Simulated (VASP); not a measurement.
Given:

```
CELL_PARAMETERS angstrom
      0.00000     2.73421     2.73421
      2.73421     0.00000     2.73421
      2.73421     2.73421     0.00000
ATOMIC_POSITIONS crystal
  Si 0.00000 0.00000 0.00000
  Si 0.25000 0.25000 0.25000
```

Computed with PBE GGA, VASP's PBE PAW potentials (set 64) (plane waves; VASP 6.6.1). Run with 500 eV cut-off, 8×8×8 Γ-centred mesh, Gaussian smearing of 0.050 eV, potentials Si.

Energy and stress use the plane-wave basis of the starting cell.

Question: The ions, cell shape and volume at an external pressure of 5.0 GPa are relaxed. Predict the relaxed structure.

Answer: 
```
CELL_PARAMETERS angstrom
      0.00000     2.68899     2.68899
      2.68899     0.00000     2.68899
      2.68899     2.68899     0.00000
ATOMIC_POSITIONS crystal
  Si 0.00000 0.00000 0.00000
  Si 0.25000 0.25000 0.25000
```
Space group Fd-3m (227), at a tolerance of 0.03 Å.

Question: How do energy and volume change from the first to the last step?

Answer: The energy (σ→0) changes by +14.8 meV/atom and the volume by -4.9 %, in 3 ionic steps.

The compound is Si in the diamond structure. This run relaxes it under an external pressure of 5 GPa. Symmetry was kept, so distortions that lower it aren't found.
